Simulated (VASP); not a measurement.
Input:

```cif
data_Mg2
_chemical_formula_sum 'Mg2'
_space_group_name_H-M_alt 'P63/mmc'
_space_group_IT_number 194
_space_group_name_Hall '-P 6c 2c'
_cell_length_a 3.21040
_cell_length_b 3.21040
_cell_length_c 5.11355
_cell_angle_alpha 90.000
_cell_angle_beta 90.000
_cell_angle_gamma 120.000
loop_
_atom_site_label
_atom_site_type_symbol
_atom_site_symmetry_multiplicity
_atom_site_Wyckoff_symbol
_atom_site_fract_x
_atom_site_fract_y
_atom_site_fract_z
_atom_site_occupancy
Mg1 Mg 2 c 0.33333 0.66667 0.25000 1
```

Calculation: PBE GGA, VASP's PBE PAW potentials (set 64) (plane waves; VASP 6.6.1). Settings: 480 eV cut-off, 12×12×8 Γ-centred mesh, first-order Methfessel-Paxton smearing of 0.10 eV, potentials Mg.

Each relaxation starts from this cell; other phases were not tried.

**Question.** The cell is relaxed at 2 GPa. What happens?

**Answer.** The volume per atom goes from 22.82 to 21.75 Å³ (-4.7 %), and the cell becomes a = 3.159 Å, b = 3.159 Å, c = 5.033 Å, α = 90.00°, β = 90.00°, γ = 120.00°, space group P6_3/mmc.

**Question.** The cell is relaxed at 15 GPa. What happens?

**Answer.** The volume per atom goes from 22.82 to 17.81 Å³ (-22.0 %), and the cell becomes a = 2.952 Å, b = 2.952 Å, c = 4.720 Å, α = 90.00°, β = 90.00°, γ = 120.00°, space group P6_3/mmc.

Failed runs are left out, and for metals the shear rows, which the mesh's noise covers.

The compound is Mg in the hcp structure.
